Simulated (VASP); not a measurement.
Method: PBE GGA with D3 dispersion (zero damping), VASP's PBE PAW potentials (set 64) (plane waves; VASP).

The input files of a VASP run:

KPOINTS:
```
Automatic mesh
0
Gamma
5 5 8
0 0 0
```

INCAR:
```
SYSTEM = TiO2
PREC = Accurate; ENCUT = 520; LREAL = F
LASPH = T
EDIFF = 1E-7; NELM = 100; ALGO = Normal
LMAXMIX = 4
ISMEAR = 0; SIGMA = 0.05
GGA = PE; IVDW = 11
IBRION = 2; NSW = 30; ISIF = 4
EDIFFG = -0.01
LWAVE = F; LCHARG = F
```

**POSCAR**
```
TiO2
1
    4.7184358979     0.0000000000     0.0000000000
    0.0000000000     4.7184358979     0.0000000000
    0.0000000000     0.0000000000     3.0184983071
Ti O
2 4
Direct
  0.0000000000   0.0000000000   0.0000000000
  0.5000000000   0.5000000000   0.5000000000
  0.3045069180   0.3045069180   1.0000000000
  0.8045069180   0.1954930820   0.5000000000
  0.1954930820   0.8045069180   0.5000000000
  0.6954930820   0.6954930820   0.0000000000
```

POTCAR, in this order: Ti_sv O (PBE.64 set). Program: vasp_std.

### Question
Estimate the energy per atom (σ→0), dispersion energy, band gap (on the k-mesh).

### Answer

The energy per atom (σ→0) is -9.102 eV/atom and the dispersion energy comes out as -1.015 eV. The band gap (on the k-mesh) is 1.84 eV.

File OSZICAR:
```
...
DAV:   2    -0.535969049439E+02    0.12973E-02   -0.38033E-02  1848   0.159E+00    0.344E-01
DAV:   3    -0.535950943241E+02    0.18106E-02   -0.55204E-03  2156   0.622E-01    0.150E-01
DAV:   4    -0.535947084315E+02    0.38589E-03   -0.21080E-03  2164   0.393E-01    0.364E-02
DAV:   5    -0.535947034190E+02    0.50125E-05   -0.21320E-04  1952   0.133E-01    0.177E-02
DAV:   6    -0.535947023858E+02    0.10332E-05   -0.21559E-05  2560   0.351E-02    0.696E-03
DAV:   7    -0.535947025962E+02   -0.21037E-06   -0.57013E-06  2144   0.181E-02    0.274E-03
DAV:   8    -0.535947026379E+02   -0.41772E-07   -0.98624E-07  1860   0.741E-03
   3 F= -.54609336E+02 E0= -.54609336E+02  d E =-.187848E-01
```

The compound is TiO2 in the rutile structure. This cell is one point of a volume scan, at 1.06 of the reference volume. Symmetry was kept, so distortions that lower it aren't found.
